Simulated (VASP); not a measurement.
Level of theory: PBE GGA, VASP's PBE PAW potentials (set 64) (plane waves; VASP).

The input files of a VASP run:

### KPOINTS
```
Automatic mesh
0
Gamma
11 11 9
0 0 0
```

POSCAR:
```
HfB2
1
    1.5535068679    -2.6907530704     0.0000000000
    1.5535068679     2.6907530704     0.0000000000
   -0.0000000000    -0.0000000000     3.4375941674
Hf B
1 2
Direct
  0.0000000000   0.0000000000   0.0000000000
  0.3333330000   0.6666670000   0.5000000000
  0.6666670000   0.3333330000   0.5000000000
```

### INCAR
```
SYSTEM = HfB2
PREC = Accurate
ENCUT = 620
EDIFF = 1E-6
NELM = 100
ALGO = Normal
LREAL = .FALSE.
LASPH = .TRUE.
ISMEAR = 1
SIGMA = 0.1
GGA = PE
LMAXMIX = 6
LWAVE = .FALSE.
LCHARG = .FALSE.
IBRION = 2
ISIF = 3
NSW = 40
EDIFFG = -0.02
PSTRESS = 100
```

POTCAR, in this order: Hf_pv B (PBE.64 set). Program: vasp_std.

What will the output report for the number of irreducible k-points (NKPTS), largest plane-wave count, number of space-group operations, FFT grid (NGX, NGY, NGZ)?

number of irreducible k-points (NKPTS): 80
largest plane-wave count: 1018
number of space-group operations: 24
FFT grid (NGX, NGY, NGZ): 28 × 28 × 28

The compound is HfB2 in the AlB2 type structure. It was relaxed first under an external pressure of 10 GPa.
